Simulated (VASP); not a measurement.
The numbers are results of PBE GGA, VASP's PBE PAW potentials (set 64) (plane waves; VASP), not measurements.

A VASP calculation is set up with these files.

**INCAR**
```
SYSTEM = NiAl
PREC = Accurate
ENCUT = 300
EDIFF = 1E-6
NELM = 100
ALGO = Normal
LREAL = .FALSE.
LASPH = .TRUE.
ISMEAR = 0
SIGMA = 0.1
GGA = PE
LMAXMIX = 4
LWAVE = .FALSE.
LCHARG = .FALSE.
ISIF = 2
```

KPOINTS:
```
Automatic mesh
0
Gamma
1 1 1
0 0 0
```

**POSCAR**
```
NiAl
1
    2.9099410000     0.0000000000     0.0000000000
    0.0000000000     2.9099410000     0.0000000000
    0.0000000000     0.0000000000     2.9099410000
Al Ni
1 1
Direct
  0.5000000000   0.5000000000   0.5000000000
  0.0000000000   0.0000000000   0.0000000000
```

POTCAR, in this order: Al Ni (PBE.64 set). Program: vasp_std.

What VASP printed:

**OUTCAR**
```
 ion  position               nearest neighbor table
   1  0.500  0.500  0.500-   2 2.52   2 2.52   2 2.52   2 2.52   2 2.52   2 2.52   2 2.52   2 2.52
  LATTYP: Found a simple cubic cell.
 ALAT       =     2.9099410000
 Subroutine PRICEL returns:
 Original cell was already a primitive cell.
 Subroutine GETGRP returns: Found 48 space group operations
The static configuration has the point symmetry O_h .
The dynamic configuration has the point symmetry O_h .
 Subroutine INISYM returns: Found 48 space group operations
 Subroutine IBZKPT returns following result:
 Found      1 irreducible k-points:

 Following reciprocal coordinates:
            Coordinates               Weight
  0.000000  0.000000  0.000000      1.000000
   k-points           NKPTS =      1   k-points in BZ     NKDIM =      1   number of bands    NBANDS=     10
   number of dos      NEDOS =    301   number of ions     NIONS =      2
   total plane-waves  NPLWV =   4096
   dimension x,y,z NGX =    16 NGY =   16 NGZ =   16
   dimension x,y,z NGXF=    32 NGYF=   32 NGZF=   32
   ions per type =               1   1
   PREC   = accura    normal or accurate (medium, high low for compatibility)
   ISTART =      0    job   : 0-new  1-cont  2-samecut
   ICHARG =      2    charge: 1-file 2-atom 10-const
   ISPIN  =      1    spin polarized calculation?
   LNONCOLLINEAR =      F non collinear calculations
   LSORBIT =      F    spin-orbit coupling
   INIWAV =      1    electr: 0-lowe 1-rand  2-diag
   ENCUT  =  300.0 eV  22.05 Ry    4.70 a.u.   4.11  4.11  4.11*2*pi/ulx,y,z
   NELM   =    100;   NELMIN=  2; NELMDL= -5     # of ELM steps
   EDIFF  = 0.1E-05   stopping-criterion for ELM
   LREAL  =      F    real-space projection
   NLSPLINE    = F    spline interpolate recip. space projectors
   LMAXMIX     =    4 max onsite mixed and CHGCAR
   VOSKOWN=      0    Vosko Wilk Nusair interpolation
   EDIFFG = 0.1E-04   stopping-criterion for IOM
   NSW    =      0    number of steps for IOM
   NBLOCK =      1;   KBLOCK =      1    inner block; outer block
   IBRION =     -1    ionic relax: 0-MD 1-quasi-New 2-CG
...
```

OSZICAR:
```
       N       E                     dE             d eps       ncg     rms          rms(c)
DAV:   1     0.334339337476E+02    0.33434E+02   -0.35376E+03    20   0.741E+02
DAV:   2    -0.710332399171E+01   -0.40537E+02   -0.39685E+02    20   0.168E+02
DAV:   3    -0.788181957049E+01   -0.77850E+00   -0.73957E+00    22   0.278E+01
DAV:   4    -0.790829045017E+01   -0.26471E-01   -0.21060E-01    22   0.352E+00
DAV:   5    -0.790921869564E+01   -0.92825E-03   -0.91973E-03    22   0.539E-01    0.527E+00
DAV:   6    -0.776521253531E+01    0.14401E+00   -0.78822E-02    20   0.172E+00    0.313E+00
DAV:   7    -0.771364120192E+01    0.51571E-01   -0.16264E-01    20   0.589E+00    0.658E-01
DAV:   8    -0.770740320965E+01    0.62380E-02   -0.34081E-02    22   0.266E+00    0.198E-01
DAV:   9    -0.770732865636E+01    0.74553E-04   -0.44858E-04    20   0.202E-01    0.216E-02
DAV:  10    -0.770732623828E+01    0.24181E-05   -0.12214E-05    20   0.333E-02    0.827E-03
DAV:  11    -0.770732606022E+01    0.17806E-06   -0.18561E-06    18   0.194E-02
   1 F= -.77073261E+01 E0= -.76543247E+01  d E =-.106003E+00
```

File OUTCAR:
```
------------------------ aborting loop because EDIFF is reached ----------------------------------------
  FORCE on cell =-STRESS in cart. coord.  units (eV):
  Direction    XX          YY          ZZ          XY          YZ          ZX
  --------------------------------------------------------------------------------------
  Total        0.8692101      0.8692101      0.8692101      0.0000000      0.0000000      0.0000000
  in kB       56.5174789     56.5174789     56.5174789      0.0000000      0.0000000      0.0000000
  external PRESSURE =      56.5174789 kB  Pullay stress =       0.0000000 kB
  volume of cell :       24.64
      direct lattice vectors                 reciprocal lattice vectors
     2.909941000  0.000000000  0.000000000     0.343649579  0.000000000  0.000000000
     0.000000000  2.909941000  0.000000000     0.000000000  0.343649579  0.000000000
     0.000000000  0.000000000  2.909941000     0.000000000  0.000000000  0.343649579
 POSITION                                       TOTAL-FORCE (eV/Angst)
 -----------------------------------------------------------------------------------
      1.45497      1.45497      1.45497         0.000000      0.000000      0.000000
      0.00000      0.00000      0.00000         0.000000      0.000000      0.000000
 -----------------------------------------------------------------------------------
    total drift:                                0.000000      0.000000      0.000000
  FREE ENERGIE OF THE ION-ELECTRON SYSTEM (eV)
  ---------------------------------------------------
  free  energy   TOTEN  =        -7.7073260602 eV

  energy  without entropy=       -7.6013232836  energy(sigma->0) =       -7.65432467
```
(Selected blocks of OUTCAR.)

**OUTCAR**
```
 val. band max:       10.4179445666   @ k =   0.0000   0.0000   0.0000

 cond. band min:      14.9243136368   @ k =   0.0000   0.0000   0.0000


 Fermi energy:        14.8559076322

 k-point     1 :       0.0000    0.0000    0.0000
  band No.  band energies     occupation
      1      -1.3426      2.00000
      2       8.1731      2.00000
      3       8.1731      2.00000
      4      10.4179      2.00000
      5      10.4179      2.00000
      6      10.4179      2.00000
      7      14.9243      0.33334
      8      14.9243      0.33334
      9      14.9243      0.33332
     10      18.1055      0.00000
```

At this cut-off the stress carries a Pulay error, which pulls relaxed volumes low.

The structure is a typed NiAl crystal. The cell was not relaxed at this level. The k-mesh is coarse (spacing up to 2.16 per Å, 2π included), so the numbers may not be converged in it. The run is one of a series of settings (KPOINTS 1×1×1 Γ-centred mesh against the base run), some of them coarse on purpose. The run is not spin-polarised, so no magnetic state was tried. The electron count is odd and the run is not spin-polarised, which forces a metal.
